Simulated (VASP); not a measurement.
Input:

```xyz
7
Lattice="2.8479 1.6442 4.6982 -2.8479 1.6442 4.6982 0.0000 -3.2885 4.6982" Properties=species:S:1:pos:R:3 pbc="T T T"
Tl     0.0000     0.0000     0.0000
Tl     0.0000     0.0000     7.0473
Rh     1.4239     0.8221     2.3491
Rh    -1.4239     0.8221     2.3491
Rh     0.0000    -1.6442     2.3491
S      0.0000     0.0000    10.1441
S      0.0000     0.0000     3.9505
```

Computed with PBEsol GGA, VASP's PBE PAW potentials (set 64) (plane waves; VASP 6.6.1). Settings: 300 eV cut-off, 5×5×5 Γ-centred mesh, Fermi-Dirac smearing of 0.10 eV, potentials Tl_d Rh_pv S.

At this cut-off the stress carries a Pulay error, which pulls relaxed volumes low. Unless said otherwise, spin-orbit coupling is left out, though it shifts the bands of the heavy elements here.

Task: Estimate the energy per atom (σ→0), pressure, largest force, band gap (on the k-mesh) with the smallest direct gap where there is one.

Result: 
```yaml
band gap (on the k-mesh): none (metal, semimetal or under 0.01 eV)
energy per atom (σ→0): -5.840 eV/atom
pressure: -3.85 GPa
largest_force: 0.245 eV/Å
```

The structure comes from a computed database's Tl2Rh3S2 entry (R-3m); how it stands against other phases isn't given here. The cell was not relaxed at this level. The electron count is odd and the run is not spin-polarised, which forces a metal.
